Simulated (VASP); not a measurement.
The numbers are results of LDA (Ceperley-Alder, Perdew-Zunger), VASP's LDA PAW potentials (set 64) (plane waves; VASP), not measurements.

VASP input:

### INCAR
```
SYSTEM = PtS2
PREC = Accurate
ENCUT = 300
EDIFF = 1E-6
NELM = 100
ALGO = Normal
LREAL = .FALSE.
LASPH = .TRUE.
ISMEAR = 0
SIGMA = 0.272
LMAXMIX = 6
LWAVE = .FALSE.
LCHARG = .FALSE.
ISIF = 2
```

File POSCAR:
```
PtS2
16.7926240
  0.2045386713   0.0000000000   0.0000000000
 -0.1022693654   0.1771356877   0.0000000000
  0.0000000000   0.0000000000   1.0000000000
Pt S
1 2
Cartesian
 -0.0032851979  -0.0001071671   0.4998460000
  0.0017348774   0.1165995664   0.5818240000
  0.1038196263   0.0606432884   0.4183300000
```

**KPOINTS**
```
Automatic mesh
0
gamma
 8 8 1
0 0 0
```

POTCAR, in this order: Pt S (LDA.64 set). Program: vasp_std.

The run wrote:

File OSZICAR:
```
       N       E                     dE             d eps       ncg     rms          rms(c)
DAV:   1     0.131003932739E+03    0.13100E+03   -0.65370E+03  1028   0.740E+02
DAV:   2    -0.772434274717E+01   -0.13873E+03   -0.13516E+03  1531   0.184E+02
DAV:   3    -0.188278414064E+02   -0.11103E+02   -0.10992E+02  1279   0.636E+01
DAV:   4    -0.190381336545E+02   -0.21029E+00   -0.21014E+00  1391   0.963E+00
DAV:   5    -0.190425284570E+02   -0.43948E-02   -0.43942E-02  1406   0.133E+00    0.178E+01
DAV:   6    -0.179895544475E+02    0.10530E+01   -0.69590E+00  1167   0.277E+01    0.112E+01
DAV:   7    -0.177851742563E+02    0.20438E+00   -0.17858E+00  1146   0.150E+01    0.456E+00
DAV:   8    -0.177250861376E+02    0.60088E-01   -0.12540E-01  1335   0.377E+00    0.975E-01
DAV:   9    -0.177212247703E+02    0.38614E-02   -0.25642E-02  1335   0.158E+00    0.286E-01
DAV:  10    -0.177213027448E+02   -0.77974E-04   -0.31544E-03  1405   0.448E-01    0.183E-01
DAV:  11    -0.177213253573E+02   -0.22613E-04   -0.67288E-04  1349   0.180E-01    0.835E-02
DAV:  12    -0.177213191919E+02    0.61654E-05   -0.18461E-04  1321   0.102E-01    0.352E-02
DAV:  13    -0.177213243754E+02   -0.51835E-05   -0.18416E-05  1315   0.314E-02    0.114E-02
DAV:  14    -0.177213305385E+02   -0.61631E-05   -0.35277E-06  1197   0.121E-02    0.348E-03
DAV:  15    -0.177213342068E+02   -0.36682E-05   -0.87136E-07  1091   0.607E-03    0.272E-03
DAV:  16    -0.177213375299E+02   -0.33232E-05   -0.32047E-07  1049   0.323E-03    0.124E-03
DAV:  17    -0.177213436795E+02   -0.61496E-05   -0.89192E-07  1029   0.383E-03    0.187E-03
DAV:  18    -0.177213461422E+02   -0.24627E-05   -0.12574E-07  1105   0.216E-03    0.120E-03
DAV:  19    -0.177213483372E+02   -0.21950E-05   -0.13921E-07  1000   0.175E-03    0.359E-04
DAV:  20    -0.177213499047E+02   -0.15675E-05   -0.31883E-08  1007   0.103E-03    0.352E-04
DAV:  21    -0.177213506539E+02   -0.74922E-06   -0.97311E-09   930   0.503E-04
   1 F= -.17721351E+02 E0= -.17721306E+02  d E =-.891187E-04
```

### OUTCAR
```
------------------------ aborting loop because EDIFF is reached ----------------------------------------
  FORCE on cell =-STRESS in cart. coord.  units (eV):
  Direction    XX          YY          ZZ          XY          YZ          ZX
  --------------------------------------------------------------------------------------
  Total       -1.5080807     -1.0438626     -3.9915469      0.0123705      0.4585894     -0.0297734
  in kB      -14.0830903     -9.7480271    -37.2747408      0.1155212      4.2825002     -0.2780361
  external PRESSURE =     -20.3686194 kB  Pullay stress =       0.0000000 kB
  volume of cell :      171.57
      direct lattice vectors                 reciprocal lattice vectors
     3.434741000  0.000000000  0.000000000     0.291142767  0.168091402  0.000000000
    -1.717371000  2.974573000  0.000000000     0.000000000  0.336182706  0.000000000
     0.000000000  0.000000000 16.792624000     0.000000000  0.000000000  0.059549955
 POSITION                                       TOTAL-FORCE (eV/Angst)
 -----------------------------------------------------------------------------------
      1.66220      2.97277      8.39373         1.275391      0.050279      0.054420
      0.02913      1.95801      9.77035        -0.646720      0.141654     -1.416845
      1.74340      1.01836      7.02486        -0.628671     -0.191933      1.362425
 -----------------------------------------------------------------------------------
    total drift:                               -0.000382      0.000021     -0.000170
  FREE ENERGIE OF THE ION-ELECTRON SYSTEM (eV)
  ---------------------------------------------------
  free  energy   TOTEN  =       -17.7213506539 eV

  energy  without entropy=      -17.7212615352  energy(sigma->0) =      -17.72130609
```
(Selected blocks of OUTCAR.)

At this cut-off the stress carries a Pulay error, which pulls relaxed volumes low. The cell holds a wide vacuum, so values per volume refer to the whole cell.

The cell is a sheet with vacuum, built from a generated structure.
